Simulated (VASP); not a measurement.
Calculation: PBEsol GGA, VASP's PBE PAW potentials (set 64) (plane waves; VASP).

A VASP calculation is set up with these files.

**KPOINTS**
```
Regular mesh
0
G
10 10 10
```

**POSCAR**
```
BP
1.0
  0.0000000000   2.2396264910   2.2396264910
  2.2396264910   0.0000000000   2.2396264910
  2.2396264910   2.2396264910   0.0000000000
B P
1 1
Cartesian
  0.0000000000   0.0000000000   0.0000000000
  1.1198132455   1.1198132455   1.1198132455
```

### INCAR
```
ALGO=Normal
EDIFF=1E-6
EDIFFG=-0.02
ENCUT=620
GGA=PS
IBRION=2
ISIF=3
ISMEAR=0
LASPH=.TRUE.
LCHARG=.FALSE.
LREAL=.FALSE.
LWAVE=.FALSE.
NELM=100
NSW=40
PREC=Accurate
PSTRESS=100
SIGMA=0.05
SYSTEM=BP
```

POTCAR, in this order: B P (PBE.64 set). Program: vasp_std.

Energy and stress use the plane-wave basis of the starting cell.

### Question
What does the run give for the energy per atom (σ→0), volume per atom?

### Answer

```yaml
energy per atom (σ→0): -6.820 eV/atom
volume_per_atom: 10.95 Å³/atom
```

**OSZICAR**
```
...
DAV:   1    -0.136455699569E+02   -0.50598E-01   -0.19385E-01   816   0.355E+00    0.552E-01
DAV:   2    -0.136409170756E+02    0.46529E-02   -0.91930E-03  1008   0.629E-01    0.297E-01
DAV:   3    -0.136396101442E+02    0.13069E-02   -0.28969E-03   832   0.310E-01    0.749E-02
DAV:   4    -0.136395269192E+02    0.83225E-04   -0.92282E-05   992   0.742E-02    0.592E-02
DAV:   5    -0.136395063170E+02    0.20602E-04   -0.25431E-05   984   0.356E-02    0.270E-02
DAV:   6    -0.136395052022E+02    0.11148E-05   -0.63248E-07   480   0.664E-03    0.323E-03
DAV:   7    -0.136395050751E+02    0.12701E-06   -0.75700E-08   376   0.228E-03
   3 F= -.12272377E+02 E0= -.12272377E+02  d E =-.904164E-02
```

The structure was generated: BP was put into the zinc blende type (F-43m), which need not be its known phase. This run relaxes it under an external pressure of 10 GPa. Symmetry was kept, so distortions that lower it aren't found.
